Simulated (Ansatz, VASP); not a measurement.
**Cross-check of Mg35Sc between VASP and Ansatz**

Aim: how closely do two programs agree when they are given the same cell, functional and k mesh? The structure shown is the end of the VASP relaxation below.

Main program and level: Ansatz 0.2.0; plane waves, with VASP 6.6.1 beside it; single point at PBEsol.

## 1. Starting point

The cell holds 36 atoms: 1 Sc and 35 Mg. Cell: a = 9.551 Å, b = 9.551 Å, c = 10.221 Å, α = 90.0°, β = 90.0°, γ = 120.0°. It derives from Mg. Nearest the centre at fractional (0.000, 0.000, 0.000): Sc1 at 0.00 Å, Mg20 at 3.14 Å, Mg19 at 3.14 Å, Mg35 at 3.14 Å, Mg36 at 3.14 Å, Mg24 at 3.14 Å, Mg23 at 3.14 Å, Mg3 at 3.18 Å.

## 2. VASP: relaxation, PBEsol

This run makes the geometry at which the two programs are then compared.

Lines of VASP's logs that name or quote its potential files are left out, and so is its time.

The input, INCAR:

```
SYSTEM = Mg35Sc
PREC = Normal
ENCUT = 300
EDIFF = 1E-05
NELM = 120
ISMEAR = 1
SIGMA = 0.2
LREAL = Auto
ALGO = Fast
GGA = PS
LORBIT = 11
LWAVE = .FALSE.
LCHARG = .TRUE.
KPAR = 4
IBRION = 2
NSW = 50
ISIF = 2
EDIFFG = -0.03
POTIM = 0.4
MAXMIX = 40
ISYM = 2
```

The input, POSCAR:

```
Mg35Sc
1.0
    9.5507405364      0.0000000000      0.0000000000
   -4.7753702682      8.2711839294      0.0000000000
    0.0000000000      0.0000000000     10.2209444728
Sc Mg
1 35
Direct
    0.0000000000      0.0000000000      0.0000000000
    0.0000000000      0.0000000000      0.5000000000
    0.0000000000      0.3333333300      0.0000000000
    0.0000000000      0.3333333300      0.5000000000
    0.0000000000      0.6666666700      0.0000000000
    0.0000000000      0.6666666700      0.5000000000
    0.3333333300      0.0000000000      0.0000000000
    0.3333333300      0.0000000000      0.5000000000
    0.3333333300      0.3333333300      0.0000000000
    0.3333333300      0.3333333300      0.5000000000
    0.3333333300      0.6666666700      0.0000000000
    0.3333333300      0.6666666700      0.5000000000
    0.6666666700      0.0000000000      0.0000000000
    0.6666666700      0.0000000000      0.5000000000
    0.6666666700      0.3333333300      0.0000000000
    0.6666666700      0.3333333300      0.5000000000
    0.6666666700      0.6666666700      0.0000000000
    0.6666666700      0.6666666700      0.5000000000
    0.1111111100      0.2222222200      0.2500000000
    0.1111111100      0.2222222200      0.7500000000
    0.1111111100      0.5555555600      0.2500000000
    0.1111111100      0.5555555600      0.7500000000
    0.1111111100      0.8888888900      0.2500000000
    0.1111111100      0.8888888900      0.7500000000
    0.4444444400      0.2222222200      0.2500000000
    0.4444444400      0.2222222200      0.7500000000
    0.4444444400      0.5555555600      0.2500000000
    0.4444444400      0.5555555600      0.7500000000
    0.4444444400      0.8888888900      0.2500000000
    0.4444444400      0.8888888900      0.7500000000
    0.7777777800      0.2222222200      0.2500000000
    0.7777777800      0.2222222200      0.7500000000
    0.7777777800      0.5555555600      0.2500000000
    0.7777777800      0.5555555600      0.7500000000
    0.7777777800      0.8888888900      0.2500000000
    0.7777777800      0.8888888900      0.7500000000
```

The input, KPOINTS:

```
Automatic mesh
0
Gamma
4 4 4
0 0 0
```

The projector-augmented-wave data sets are Sc_sv and Mg (PBE family, release 64).

Started as:

```
$ mpirun -np 4 vasp_std
```

Numbers of over 12 decimals in the logs are rounded to 6 here.

The program printed:

```text
[banner, memory and clock lines left out]
running    4 mpi-ranks, on    1 nodes
[...]
|                                                                             |
|               ----> ADVICE to this user running VASP <----                  |
|                                                                             |
|     You enforced a specific xc type in the INCAR file but a different       |
|     [... a line on the potential file left out ...]
|     I HOPE YOU KNOW WHAT YOU ARE DOING!                                     |
|                                                                             |

 LDA part: xc-table for (Slater+PW92), standard interpolation
 POSCAR, INCAR and KPOINTS ok, starting setup
[...]
entering main loop
       N       E                     dE             d eps       ncg     rms          rms(c)
DAV:   1     0.981807633918E+02    0.98181E+02   -0.18262E+04  1608   0.663E+02
DAV:   2    -0.574722702538E+02   -0.15565E+03   -0.14433E+03  1743   0.136E+02
DAV:   3    -0.678967264779E+02   -0.10424E+02   -0.98895E+01  1968   0.326E+01
DAV:   4    -0.682786104260E+02   -0.38188E+00   -0.37534E+00  1824   0.592E+00
[...]
RMM:  14    -0.669491466943E+02   -0.26479E-04   -0.20453E-04  1468   0.411E-02    0.187E-02
RMM:  15    -0.669491444122E+02    0.22821E-05   -0.13431E-04  1296   0.506E-02    0.784E-03
RMM:  16    -0.669491426751E+02    0.17371E-05   -0.13552E-05   990   0.216E-02
   1 F= -.66949143E+02 E0= -.66952987E+02  d E =-.669491E+02
[... from here on, the cycles between the ionic steps are left out ...]
   2 F= -.66951608E+02 E0= -.66955513E+02  d E =-.246558E-02
   3 F= -.66957017E+02 E0= -.66961065E+02  d E =-.787476E-02
   4 F= -.66958821E+02 E0= -.66963210E+02  d E =-.967824E-02
   5 F= -.66959567E+02 E0= -.66963836E+02  d E =-.104243E-01
[...]
reached required accuracy - stopping structural energy minimisation
```

OUTCAR, selected parts (step 2):

```text
  Total        0.7892914      0.7892914      0.2001180      0.0000000      0.0000000      0.0000000
  in kB        1.5662180      1.5662180      0.3971009      0.0000000      0.0000000      0.0000000
  external PRESSURE =       1.1765123 kB  Pullay stress =       0.0000000 kB

 POSITION                                       TOTAL-FORCE (eV/Angst)
 -----------------------------------------------------------------------------------
      0.00000      0.00000      0.00000         0.000000      0.000000      0.000000
      0.00000      0.00000      5.11047         0.000000      0.000000      0.000000
     -1.57281      2.76575      0.00000        -0.010496      0.012587      0.000000
      7.95741      2.75943      5.11047         0.004614     -0.015211      0.000000
     -3.16656      5.52622      0.00000         0.005652     -0.015383      0.000000
      6.36844      5.51161      5.11047        -0.010866      0.011602      0.000000
     -1.59376      8.25040      0.00000         0.016149      0.002797      0.000000
      3.18640      0.00015      5.11047        -0.015480      0.003609      0.000000
      1.57281      2.76575      0.00000         0.010496      0.012587      0.000000
      1.59333      2.75943      5.11047        -0.004614     -0.015211      0.000000
     -0.00000      5.51412      0.00000         0.000000      0.000000      0.000000
     -0.00000      5.51412      5.11047         0.000000      0.000000      0.000000
      1.59376      8.25040      0.00000        -0.016149      0.002797      0.000000
      6.36434      0.00015      5.11047         0.015480      0.003609      0.000000
[...]
-----------------------------------------------------------------------------------
    total drift:                                0.000052     -0.000030     -0.000000

  FREE ENERGIE OF THE ION-ELECTRON SYSTEM (eV)
  ---------------------------------------------------
  free  energy   TOTEN  =       -66.9595670225 eV

  energy  without entropy=      -66.9723725810  energy(sigma->0) =      -66.96383554

 reached required accuracy - stopping structural energy minimisation

[... 2 further parts left out ...]
[key lines of the parts left out:]
E-fermi :   2.6985
```

This run has no spin polarisation. Its electron count is odd, so without a moment it is a metal by construction. The PAW data sets were made with PBE, which is usual practice but a small mismatch for other functionals. The run keeps the 12 symmetry operations of its start, so it cannot find a distortion of lower symmetry.

## 3. Ansatz: single point, PBEsol

Ansatz runs on its default PAW (the set named soft_2) files.

The same cell, functional, mesh and smearing now go to Ansatz, which takes its cutoff from its data sets.

The input, input.yaml:

```yaml
crystal:
  lattice:
    - [9.55074054, 0.0, 0.0]
    - [-4.77537027, 8.27118393, 0.0]
    - [0.0, 0.0, 10.22094447]
  atoms:
    - { symbol: Sc, position: [0.0, 0.0, 0.0] }
    - { symbol: Mg, position: [0.0, 0.0, 0.5] }
    - { symbol: Mg, position: [0.00251266, 0.33438392, 0.0] }
    - { symbol: Mg, position: [0.9999821, 0.3336197, 0.5] }
    - { symbol: Mg, position: [0.00251266, 0.66812874, 0.0] }
    - { symbol: Mg, position: [0.9999821, 0.6663624, 0.5] }
    - { symbol: Mg, position: [0.33187126, 0.99748734, 0.0] }
    - { symbol: Mg, position: [0.3336376, 1.79e-05, 0.5] }
    - { symbol: Mg, position: [0.33187126, 0.33438392, 0.0] }
    - { symbol: Mg, position: [0.3336376, 0.3336197, 0.5] }
    - { symbol: Mg, position: [0.33333333, 0.66666667, 0.0] }
    - { symbol: Mg, position: [0.33333333, 0.66666667, 0.5] }
    - { symbol: Mg, position: [0.66561608, 0.99748734, 0.0] }
    - { symbol: Mg, position: [0.6663803, 1.79e-05, 0.5] }
    - { symbol: Mg, position: [0.66666667, 0.33333333, 0.0] }
    - { symbol: Mg, position: [0.66666667, 0.33333333, 0.5] }
    - { symbol: Mg, position: [0.66561608, 0.66812874, 0.0] }
    - { symbol: Mg, position: [0.6663803, 0.6663624, 0.5] }
    - { symbol: Mg, position: [0.11117782, 0.22235564, 0.24945907] }
    - { symbol: Mg, position: [0.11117782, 0.22235564, 0.75054093] }
    - { symbol: Mg, position: [0.1104796, 0.55523981, 0.25161947] }
    - { symbol: Mg, position: [0.1104796, 0.55523981, 0.74838053] }
    - { symbol: Mg, position: [0.11117782, 0.88882218, 0.24945907] }
    - { symbol: Mg, position: [0.11117782, 0.88882218, 0.75054093] }
    - { symbol: Mg, position: [0.44247938, 0.22123969, 0.24977311] }
    - { symbol: Mg, position: [0.44247938, 0.22123969, 0.75022689] }
    - { symbol: Mg, position: [0.44476019, 0.55523981, 0.25161947] }
    - { symbol: Mg, position: [0.44476019, 0.55523981, 0.74838053] }
    - { symbol: Mg, position: [0.44476019, 0.8895204, 0.25161947] }
    - { symbol: Mg, position: [0.44476019, 0.8895204, 0.74838053] }
    - { symbol: Mg, position: [0.77876031, 0.22123969, 0.24977311] }
    - { symbol: Mg, position: [0.77876031, 0.22123969, 0.75022689] }
    - { symbol: Mg, position: [0.77876031, 0.55752062, 0.24977311] }
    - { symbol: Mg, position: [0.77876031, 0.55752062, 0.75022689] }
    - { symbol: Mg, position: [0.77764436, 0.88882218, 0.24945907] }
    - { symbol: Mg, position: [0.77764436, 0.88882218, 0.75054093] }
hamiltonian:
  xc: pbesol
  pseudopotentials: { kind: paw }
kpoints:
  mp_grid: { grid: [4, 4, 4] }
scf:
  occupations: { method: methfessel_paxton, width: 0.2 }
  n_extra_bands: 13
output:
  forces: true
  eigenvalues: true
  write_density: true
  write_potential: true
  elf: true
  volumetric_format: npy
```

Started as:

```
$ ansatz run input.yaml --threads 4 --pin off --max-ram 18432MiB --backend cpu --events-out ev --progress --plain --runs-dir out
```

The program printed:

```text
scf.n_extra_bands = 13 over 181 filled bands (N_el = 361.0): the run solves 194 bands
Engine: ansatz 0.2.0, aarch64-unknown-linux-gnu
Pseudopotentials: kind: paw
Pseudopotential: Sc, paw, valence charge 11, recommended cutoff 420 eV (normal), Sc.paw.azcp
Pseudopotential: Mg, paw, valence charge 10, recommended cutoff 420 eV (normal), Mg.paw.azcp
Functional definition: PBEsol
  exchange = pbesol_x
  correlation = pbesol_c
Crystal: 36 atoms, lattice volume = 807.413 Å³
Basis set: ecut = 420 eV, 15731 PW (Γ), exchange–correlation on 128×128×144 points (8 copies of the dense FFT grid, shifted against one another)
Bands: 194, of which v1, the nominal top of the filled ones, is band 181 counted from 1 (180 counted from 0)
Symmetry: 12 space group operations
Space group: P-6m2 (ITA 187), of the structure as read, at distance tolerance 9.3e-5 Å
k-points: 12 of 64 (time reversal used)
Non-local potential: Sc, projectors of the file, l = 0: 3, l = 1: 2, l = 2: 3, l = 3: 1
Non-local potential: Mg, projectors of the file, l = 0: 3, l = 1: 2, l = 2: 1
PAW form: soft (Blöchl's): semilocal exchange-correlation on the pseudo side does not see the compensation charge
PAW frozen core: Sc, regenerated for the run's functional, and the local potential with it (the file was generated under x = pbe(κ = 0.804, μ = 0.219515), c = pbe(β = 0.066725))
PAW frozen core: Mg, regenerated for the run's functional, and the local potential with it (the file was generated under x = pbe(κ = 0.804, μ = 0.219515), c = pbe(β = 0.066725))
PAW one-centre angular grid: Sc, 590 points (default); XC on 64 Gauss nodes
PAW one-centre angular grid: Mg, 110 points (default); XC on 64 Gauss nodes
Initial density: superposition of atomic densities (neutral atoms: chi_scale 0, normalization atom), corrected by the library's trained network
Initial wavefunctions: pseudopotential atomic-orbital guess
Functional: x = pbesol(κ = 0.804, μ = 0.123457), c = pbesol(β = 0.046)
SCF iter   1: F=—  HF=-69033.213109 eV  |F-HF|=—  |Δ(HF+E_count)|=         —  Δρ=2.55e-3  dr2=6.33e-2  ethr=1.77e-3  ⟨swp⟩=5.1  Hψ=8023  notcnv=0
preconditioner: auto → Kerker (q_TF=auto, 2.386 Å⁻¹)  [metal: Δε(μ)=0.006 eV  Ē_g=3.488 eV  σ=0.200 eV  W_gap=0.03  n_scr=198 (ndim 8)  ℏωp=11.2 eV  f_vac=0.000  D(μ)=15.35/eV (n_scr^D=84)]
SCF iter   2: F=—  HF=-69033.193543 eV  |F-HF|=—  |Δ(HF+E_count)|=   1.96e-2  S|Δr|=    0.00e0  Δρ=1.10e-3  dr2=1.67e-2  ethr=1.75e-5  ⟨swp⟩=3.0  Hψ=5166  notcnv=0
SCF iter   3: F=—  HF=-69033.190483 eV  |F-HF|=—  |Δ(HF+E_count)|=   3.06e-3  S|Δr|=    0.00e0  Δρ=3.34e-4  dr2=2.61e-3  ethr=4.63e-6  ⟨swp⟩=3.0  Hψ=4555  notcnv=0
SCF iter   4: F=—  HF=-69033.190040 eV  |F-HF|=—  |Δ(HF+E_count)|=   4.43e-4  S|Δr|=    0.00e0  Δρ=5.62e-5  dr2=6.04e-5  ethr=7.23e-7  ⟨swp⟩=2.0  Hψ=2742  notcnv=0
SCF iter   5: F=—  HF=-69033.190124 eV  |F-HF|=—  |Δ(HF+E_count)|=   8.42e-5  S|Δr|=    0.00e0  Δρ=1.93e-5  dr2=3.83e-6  ethr=1.67e-8  ⟨swp⟩=2.1  Hψ=4128  notcnv=0
SCF iter   6: F=—  HF=-69033.190124 eV  |F-HF|=—  |Δ(HF+E_count)|=   1.83e-7  S|Δr|=    0.00e0  Δρ=3.32e-6  dr2=1.57e-7  ethr=1.06e-9  ⟨swp⟩=2.0  Hψ=2787  notcnv=0
SCF iter   7: F=-69033.190124 eV  HF=-69033.190124 eV  |F-HF|=1.77e-8  |Δ(HF+E_count)|=   3.22e-8  S|Δr|=    0.00e0  Δρ=1.08e-6  dr2=2.36e-8  ethr=2.77e-11  ⟨swp⟩=9.4  Hψ=14024  notcnv=0
SCF 1 converged in 7 iterations: F = -69033.190124 eV  dr2 = 2.36e-8
  greatest PAW one-centre occupation: 1.000 electrons in one spin orbital (limit 2), on the Mg atom at site 19 (counted from 0), in its partial waves of l = 0
SCF converged after 7 iterations
Stability not checked: this state was not tested for a lower state beside it, because cold or Methfessel-Paxton smearing, or corrected tetrahedra, fill the levels in a way that the test cannot read (fill_not_monotonic; see scf.lower_state_search)
Free energy (F): -69033.190124 eV
Harris-Foulkes:  -69033.190124 eV  (|F-HF|=1.77e-8)
Internal energy: -69033.202568 eV  (E = F + TS)
E sigma→0 (E₀):  -69033.193235 eV
Entropy (-TS):   0.012444 eV (0.346 meV/atom)
Fermi energy:    5.867813 eV
Step filling:    the computed levels leave a gap of 0.0112 eV = 0.1 smearing widths at the electron count; against every level under it full and every level over it empty, smearing changes F+E_penalty+E_count by +6.755 meV and its σ→0 estimate by +3.644 meV
--- Per-component energies (eV) ---
  E_band       = -12551.358392
  E_kinetic    = 2885.903530
  E_local      = -57210.357257  (includes V_loc(G=0)·N_el)
  E_nonlocal   = 3457.408734
  E_hartree    = 20388.849989
  E_xc         = -1090.311283
  E_vxc        = -1408.198333  (∫ρ·V_xc dr)
  E_paw        = -10775.236667  (= ΣΔE_a)
  E_vpaw       = -1053.815728  (= ΣTr[D̂ρ^β])
  E_aug_tail   = -0.000071  (compensation charges beyond the density's cutoff)
  E_ewald      = -26691.648748
  E_core_change = 2.189204  (= ΣΔE_core)
  E_smearing   = 0.012444  (= −TS)
  E_closure    = -0.000000  (closes the sum)
  Σ components = -69033.190124   (vs F -69033.190124, Δ=0.00e0)
--- Forces (eV/Å), atoms counted from 1 ---
  atom   1  Sc    -0.00000000     0.00000000     0.00000000
  atom   2  Mg     0.00000000    -0.00000000     0.00000000
  atom   3  Mg    -0.00912440     0.00893023     0.00000000
  atom   4  Mg     0.00510676    -0.01606681     0.00000000
  atom   5  Mg     0.00317161    -0.01236708     0.00000000
  atom   6  Mg    -0.01136088     0.01245599     0.00000000
  atom   7  Mg     0.01229601     0.00343684     0.00000000
  atom   8  Mg    -0.01646765     0.00361082     0.00000000
  atom   9  Mg     0.00912440     0.00893023     0.00000000
  atom  10  Mg    -0.00510676    -0.01606681     0.00000000
  atom  11  Mg    -0.00000000    -0.00000000     0.00000000
  atom  12  Mg     0.00000000    -0.00000000     0.00000000
  atom  13  Mg    -0.01229601     0.00343684     0.00000000
  atom  14  Mg     0.01646765     0.00361082     0.00000000
  atom  15  Mg     0.00000000    -0.00000000     0.00000000
  atom  16  Mg     0.00000000    -0.00000000     0.00000000
  atom  17  Mg    -0.00317161    -0.01236708     0.00000000
  atom  18  Mg     0.01136088     0.01245599     0.00000000
  atom  19  Mg    -0.00000000    -0.00128911     0.00931918
  atom  20  Mg     0.00000000    -0.00128911    -0.00931918
  atom  21  Mg     0.00072226     0.00041700     0.00739505
  atom  22  Mg     0.00072226     0.00041700    -0.00739505
  atom  23  Mg    -0.00111640     0.00064456     0.00931918
  atom  24  Mg    -0.00111640     0.00064456    -0.00931918
[...]
atom  29  Mg    -0.00000000    -0.00083400     0.00739505
  atom  30  Mg    -0.00000000    -0.00083400    -0.00739505
  atom  31  Mg     0.00324999    -0.00187638    -0.01569967
  atom  32  Mg     0.00324999    -0.00187638     0.01569967
  atom  33  Mg     0.00000000     0.00375277    -0.01569967
  atom  34  Mg     0.00000000     0.00375277     0.01569967
  atom  35  Mg     0.00111640     0.00064456     0.00931918
  atom  36  Mg     0.00111640     0.00064456    -0.00931918
  max |Σ_I F_I| component: 1.47e-17 eV/Å
--- Band table (eV; the first three rows and the last of 12) ---
  k-point 0: bands = [... 177 lower, 6.0717, 6.0804, 6.1296, 6.2743, 6.2743, 6.2791, 6.4338, 6.4338, ... 9 higher]
  k-point 1: bands = [... 177 lower, 5.4976, 5.7679, 5.7679, 5.8842, 5.9378, 5.9806, 5.9806, 6.0227, ... 9 higher]
  k-point 2: bands = [... 177 lower, 5.5757, 5.5798, 5.5798, 5.6019, 5.6213, 5.7473, 5.7473, 6.6877, ... 9 higher]
  k-point 11: bands = [... 177 lower, 5.0036, 5.4388, 5.5678, 6.0106, 6.1000, 6.1477, 6.2367, 6.6311, ... 9 higher]
```

Elapsed: 63 s, on 4 threads of Arm Neoverse V1, shared host; peak memory 3.7 GiB.

The column dr2 measures how far the density is from self-consistency, as an energy; F and HF (Harris–Foulkes) agree once it is small.

## 4. Differences

Known differences besides the potentials themselves: the data sets hold 361 valence electrons in Ansatz (default PAW (the set named soft_2) files) and 81 in VASP; the cutoff is 420 eV in Ansatz and 300 eV in VASP (PREC = Normal, projectors in real space); Ansatz makes its cores anew for this functional, VASP keeps those of its PBE data sets; VASP leaves aspherical gradient terms in its spheres out (LASPH is not set), Ansatz keeps them. Total energies have different zeros and are not compared.

At this near-relaxed geometry the largest component of a force difference is 4 meV/Å.

## 5. Results

```yaml
r_m_s_force_difference_single_point_pbesol: 1.4 meV/Å
```

**Reading.** The r.m.s. force difference is 1.4 meV/Å (single point, PBEsol), within the 12 meV/Å picked in this series as the mark of a large difference. Such differences can come from data sets, numerical settings and the points named under the comparisons, not from the functional's error against experiment.

[Lines on the potential files, build, host, timing and source positions are cut from VASP's logs without a mark.]

[Logs are printed without paths, hosts, clocks, repeated set-up lines and the standing remarks that a program may print on its own settings, such as how far it seeks lower states.]

[Hosts, paths, dates, database ids (printed as entryN), source tags and the programs' standing remarks are cut or masked in the printed files.]
